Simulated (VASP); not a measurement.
The system is YNb.

```
Y Nb
1.0
     3.61141    0.00000    0.00000
     0.00000    3.61141    0.00000
     0.00000    0.00000    3.61141
Y Nb
1 1
Cartesian
  0.0000 0.0000 0.0000
  1.8057 1.8057 1.8057
```

The cell was built by a generator and needn't be a form met in nature.

* Program: VASP 6.6.1
* Task: relaxation of cell and atoms
* Functional: revPBE
* Potentials or basis: VASP PAW PBE potentials, release 64 (Y_sv, Nb_sv)
* Cutoff: 600 eV
* k mesh: 7 × 7 × 7
* Occupations: fermi-dirac, width 0.05 eV
* Spin: no spin polarisation

At the start: pressure 1.7 GPa; volume 23.55 Å³/atom.

Task: Where does the relaxation end?

Result: Over 4 steps the energy falls by 2.2 meV/atom and the volume is 24.03 Å³/atom (+2.0 %); space group Pm-3m (No. 221, to 0.05 Å).

Step by step:
| step | energy change (eV) | largest force (eV/Å) | pressure (GPa) | volume (Å³) |
| --- | --- | --- | --- | --- |
| 1 | 0.0000 | 0.0000 | 1.67 | 47.10 |
| 2 | -0.0019 | 0.0000 | -1.06 | 48.79 |
| 3 | -0.0044 | 0.0000 | 0.05 | 48.02 |
| 4 | -0.0044 | 0.0000 | 0.02 | 48.06 |

Final structure:
```
Y Nb
1.0
     3.63563    0.00000    0.00000
     0.00000    3.63563    0.00000
     0.00000    0.00000    3.63563
Y Nb
1 1
Direct
  0.00000 0.00000 0.00000
  0.50000 0.50000 0.50000
```

Caveat: the PAW data sets were made with another functional, which shifts forces and pressure a little.
